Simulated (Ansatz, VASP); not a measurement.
# WS2 (Tungstenite): VASP beside Ansatz, part 2 of 2

Wanted: the spread between two codes on one cell, functional and k mesh. The cell is taken from a series of runs on this material, whose earlier steps may have relaxed, scaled, displaced or heated it; both programs get it as it stands. Other levels of theory on this material are compared in a session of their own.

VASP 6.6.1 and Ansatz 0.2.0.

So far. Step 2 (VASP: single point, r2SCAN): The run ends at a pressure of 3.04 GPa, with forces up to 0.36 eV/Å.

## Step 5: VASP: single point, PBE, spin-orbit coupling

Level of this step: PBE, spin-orbit coupling, no spin polarisation; plane waves and PAW (W, S) (VASP).

A single point gives forces, pressure and levels at one fixed geometry, so differences don't come from the geometry; what else differs is listed under the comparison.

File INCAR:

```
SYSTEM = WS2
PREC = Accurate
ENCUT = 600
EDIFF = 1E-06
NELM = 200
ISMEAR = -1
SIGMA = 0.02
LREAL = .FALSE.
ALGO = Normal
GGA = PE
LNONCOLLINEAR = .TRUE.
MAGMOM = 0 0 0 0 0 0 0 0 0 0 0 0 0 0 0 0 0 0
NBANDS = 48
GGA_COMPAT = .FALSE.
LASPH = .TRUE.
LSORBIT = .TRUE.
LMAXMIX = 4
LORBIT = 11
LWAVE = .FALSE.
LCHARG = .FALSE.
ISIF = 2
EFERMI = MIDGAP
KPAR = 2
```

File POSCAR:

```
WS2
1.0
    3.1430410417      0.0000000000      0.0000000000
   -1.5715205209      2.7219533873      0.0000000000
    0.0000000000      0.0000000000     11.9502324404
W S
2 4
Direct
    0.3333333334      0.6666666668      0.2500000000
    0.6666666668      0.3333333334      0.7500000000
    0.3333333334      0.6666666668      0.6181409895
    0.6666666668      0.3333333334      0.1181409895
    0.3333333334      0.6666666668      0.8818590105
    0.6666666668      0.3333333334      0.3818590105
```

File KPOINTS:

```
Automatic mesh
0
Gamma
12 12 2
0 0 0
```

Potentials, in the order of the species: W and S (PBE family, release 64).

Launch:

```
$ mpirun -np 2 vasp_ncl
```

Numbers of over 12 decimals in the logs are rounded to 6 here.

Output:

```text
[banner, memory and clock lines left out]
running    2 mpi-ranks, on    1 nodes
[...]
LDA part: xc-table for (Slater+PW92), standard interpolation
 POSCAR, INCAR and KPOINTS ok, starting setup
[...]
entering main loop
       N       E                     dE             d eps       ncg     rms          rms(c)
DAV:   1     0.213432465744E+03    0.21343E+03   -0.17602E+04  3648   0.150E+03
DAV:   2    -0.289783053191E+02   -0.24241E+03   -0.23150E+03  4696   0.315E+02
DAV:   3    -0.496577650834E+02   -0.20679E+02   -0.20362E+02  4728   0.853E+01
DAV:   4    -0.502620524232E+02   -0.60429E+00   -0.60113E+00  5120   0.155E+01
[...]
DAV:  13    -0.475467428134E+02   -0.19666E-04   -0.76605E-05  4632   0.572E-02    0.759E-02
DAV:  14    -0.475467465925E+02   -0.37792E-05   -0.85067E-06  5112   0.154E-02    0.491E-02
DAV:  15    -0.475467466955E+02   -0.10294E-06   -0.38658E-06  4256   0.101E-02
   1 F= -.47546747E+02 E0= -.47546747E+02  d E =-.532507E-10  mag=    -0.0000     0.0000    -0.0000
```

OUTCAR, selected parts (step 5):

```text
  Total        3.1272554      3.1272554      3.3330877     -0.0000000      0.0000000      0.0000000
  in kB       49.0079854     49.0079854     52.2336326     -0.0000000      0.0000000      0.0000000
  external PRESSURE =      50.0832011 kB  Pullay stress =       0.0000000 kB

 POSITION                                       TOTAL-FORCE (eV/Angst)
 -----------------------------------------------------------------------------------
     -0.00000      1.81464      2.98756        -0.000000      0.000000      0.000000
      1.57152      0.90732      8.96267        -0.000000      0.000000      0.000000
     -0.00000      1.81464      7.38693        -0.000000      0.000000      0.064085
      1.57152      0.90732      1.41181         0.000000     -0.000000      0.064085
     -0.00000      1.81464     10.53842        -0.000000      0.000000     -0.064085
      1.57152      0.90732      4.56330         0.000000      0.000000     -0.064085
 -----------------------------------------------------------------------------------
    total drift:                               -0.000000     -0.000000     -0.000000

  FREE ENERGIE OF THE ION-ELECTRON SYSTEM (eV)
  ---------------------------------------------------
  free  energy   TOTEN  =       -47.5467466955 eV

  energy  without entropy=      -47.5467466954  energy(sigma->0) =      -47.54674670

 magnetization (x)
# of ion       s       p       d       tot
------------------------------------------
    1       -0.000  -0.000   0.000   0.000
    2        0.000  -0.000  -0.000  -0.000
    3       -0.000   0.000   0.000   0.000
    4        0.000  -0.000   0.000  -0.000
    5        0.000  -0.000   0.000  -0.000
    6       -0.000   0.000   0.000   0.000
--------------------------------------------------
tot         -0.000  -0.000   0.000  -0.000

 magnetization (y)
# of ion       s       p       d       tot
------------------------------------------
    1        0.000  -0.000  -0.000  -0.000
    2       -0.000   0.000   0.000  -0.000
    3        0.000   0.000   0.000   0.000
    4        0.000   0.000   0.000   0.000
    5       -0.000   0.000   0.000  -0.000
    6        0.000   0.000   0.000   0.000
--------------------------------------------------
tot          0.000  -0.000  -0.000   0.000

 magnetization (z)
# of ion       s       p       d       tot
------------------------------------------
    1        0.000   0.000   0.000   0.000
    2        0.000   0.000   0.000   0.000
    3        0.000   0.000   0.000   0.000
    4        0.000   0.000   0.000   0.000
    5        0.000   0.000   0.000   0.000
    6        0.000   0.000   0.000   0.000
--------------------------------------------------
tot          0.000   0.000   0.000   0.000

[... 3 further parts left out ...]
[key lines of the parts left out:]
E-fermi :   7.2976
```

The run ends at a pressure of 5.01 GPa, with forces up to 0.064 eV/Å.

## Step 6: Ansatz: single point, PBE, spin-orbit coupling

The same cell, functional, mesh and smearing now go to Ansatz.

The cell is taken from a series of runs on this material, whose earlier steps may have relaxed, scaled, displaced or heated it; both programs get it as it stands.

File input.yaml:

```yaml
crystal:
  lattice:
    - [3.1430410417, 0.0, 0.0]
    - [-1.5715205209, 2.7219533873, 0.0]
    - [0.0, 0.0, 11.9502324404]
  atoms:
    - { symbol: W, position: [0.3333333333, 0.6666666667, 0.25] }
    - { symbol: W, position: [0.6666666667, 0.3333333333, 0.75] }
    - { symbol: S, position: [0.3333333333, 0.6666666667, 0.6181409895] }
    - { symbol: S, position: [0.6666666667, 0.3333333333, 0.1181409895] }
    - { symbol: S, position: [0.3333333333, 0.6666666667, 0.8818590105] }
    - { symbol: S, position: [0.6666666667, 0.3333333333, 0.3818590105] }
kpoints:
  mp_grid: { grid: [12, 12, 2] }
  band_path:
    path:
      - [0.0, 0.0, 0.0]
      - [0.5, 0.0, 0.0]
      - [0.33333333, 0.33333333, 0.0]
      - [0.0, 0.0, 0.5]
      - [0.5, 0.0, 0.5]
      - [0.33333333, 0.33333333, 0.5]
      - [0.1666666667, 0.1666666667, 0.0]
    npoints: 1
hamiltonian:
  xc: pbe
scf:
  occupations: { method: fermi_dirac, width: 0.02 }
  n_extra_bands: 12
magnetization:
  noncollinear: true
  spin_orbit: true
output:
  eigenvalues: true
  forces: true
  stress: true
  write_density: true
  write_potential: true
  elf: true
  volumetric_format: npy
basis:
  ecutwfc: 550.0
```

Launch:

```
$ ansatz run input.yaml --threads 2 --pin off --max-ram 92160MiB --backend cuda --devices 1 --max-vram 13GiB --events-out ev --progress --plain --runs-dir out
```

Output:

```text
[...]
GPUs: using 1 of 1 available (devices: 1).
[...]
non-collinear run that drives no moment, with spin-orbit: no starting moment large enough to seed its density (crystal.atoms[].spin), no starting occupations that ask for one, no magnetisation constraint and no magnetic field, so the semilocal B_xc is pinned to zero
[...]
k-point 1: bands = [... 48 lower, 12.2327, 12.2327, 12.2327, 12.2327, 14.6528, 14.6528, 14.6528, 14.6528, ... 8 higher]
  k-point 2: bands = [... 48 lower, 11.2755, 11.2755, 12.2648, 12.2648, 14.5060, 14.5060, 14.5123, 14.5123, ... 8 higher]
  k-point 37: bands = [... 48 lower, 11.5503, 11.5503, 11.9559, 11.9559, 13.7208, 13.7208, 13.7612, 13.7612, ... 8 higher]
[key lines of the parts left out:]
SCF converged after 9 iterations
Magnetization: |M| = 0.0000 μB,  M = (+0.0000, +0.0000, +0.0000) μB
Free energy (F): -24431.851444 eV
Fermi energy:    12.900273 eV
P = ⅓ Tr σ = 5.6182 GPa (56.182 kbar)
```

## Step 7: Side by side

What differs besides the data sets and the points named for the pairs above, as far as they apply: spin-orbit coupling enters by fully relativistic files in Ansatz and inside the spheres in VASP; the data sets hold 52 valence electrons in Ansatz (on its fully relativistic PAW (standard-fr) files) and 36 in VASP; the cutoff is 550 eV in Ansatz and 600 eV in VASP. Total energies have different zeros and are not compared.

The two programs side by side:

```csv
quantity,Ansatz,VASP,difference
pressure (GPa),5.62,5.01,+0.61
gap on the k mesh (eV),0.757,0.785,-0.027
```

Forces (eV/Å; atoms numbered as in POSCAR):

```
atom        Ansatz x, y, z          VASP x, y, z
  W1   0.000, 0.000, 0.000   0.000, 0.000, 0.000
  W2   0.000, 0.000, 0.000   0.000, 0.000, 0.000
  S3   0.000, 0.000, 0.014   0.000, 0.000, 0.064
  S4   0.000, 0.000, 0.014   0.000, 0.000, 0.064
  S5  0.000, 0.000, -0.014  0.000, 0.000, -0.064
  S6  0.000, 0.000, -0.014  0.000, 0.000, -0.064
```

The forces differ by 24 meV/Å r.m.s., where the r.m.s. force is 0.007 eV/Å in Ansatz and 0.030 eV/Å in VASP: the atoms lie near their places of rest in Ansatz, so a percentage would say little (all taken over all components). A gap on the mesh is an upper bound, since the band edges may lie between its points.

## Step 8: What came out

```yaml
r_m_s_force_difference_single_point_r2scan: 25 meV/Å
difference_in_pressure_single_point_r2scan: 0.72 GPa
r_m_s_force_difference_single_point_pbe_spin_orbit_coupling: 24 meV/Å
difference_in_pressure_single_point_pbe_spin_orbit_coupling: 0.61 GPa
```

What this shows: The r.m.s. force difference is 25 meV/Å (single point, r2SCAN), beyond the 12 meV/Å picked in this series as the mark of a large difference. The data sets hold unlike numbers of valence electrons (52 in Ansatz and 36 in VASP), so part of the differences comes from the potentials. What causes the difference of the single point, r2SCAN pair stays open here. What causes the difference of the single point, PBE, spin-orbit coupling pair stays open here. 6 further runs of this series are not shown here. Such differences can come from data sets, numerical settings and the points named under the comparisons, not from the functional's error against experiment.

[Lines on the potential files, build, host, timing and source positions are cut from VASP's logs without a mark.]

[Logs are printed without paths, hosts, clocks, repeated set-up lines and the standing remarks that a program may print on its own settings, such as how far it seeks lower states.]

[Hosts, paths, dates, database ids (printed as entryN), source tags and the programs' standing remarks are cut or masked in the printed files.]
